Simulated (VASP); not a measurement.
## TiSe (relaxed from the wurtzite structure, space group P6_3mc): computed properties

The numbers are results of PBE GGA, VASP's PBE PAW potentials (set 64) (plane waves; VASP), not measurements.

| Property | Value |
|---|---|
| space group | P6_3mc (186) |
| cell | a = 3.5649 Å, b = 3.5649 Å, c = 7.8267 Å, α = 90.00°, β = 90.00°, γ = 120.00° |
| volume per atom | 21.54 Å³/atom |
| band gap (over mesh and band path) | none (metal, semimetal or under 0.01 eV) |
| density | 4.89 g/cm³ |

```cif
data_Se2Ti2
_chemical_formula_sum 'Ti2 Se2'
_space_group_name_H-M_alt 'P63mc'
_space_group_IT_number 186
_space_group_name_Hall 'P 6c -2c'
_cell_length_a 3.56493
_cell_length_b 3.56493
_cell_length_c 7.82668
_cell_angle_alpha 90.000
_cell_angle_beta 90.000
_cell_angle_gamma 120.000
loop_
_atom_site_label
_atom_site_type_symbol
_atom_site_symmetry_multiplicity
_atom_site_Wyckoff_symbol
_atom_site_fract_x
_atom_site_fract_y
_atom_site_fract_z
_atom_site_occupancy
Ti1 Ti 2 b 0.33333 0.66667 0.02915 1
Se1 Se 2 b 0.33333 0.66667 0.34585 1
```

The structure was generated: TiSe was put into the wurtzite type (P6_3mc), which need not be its known phase. It was relaxed first, which changed the volume by -36 %. Symmetry was kept, so distortions that lower it aren't found.
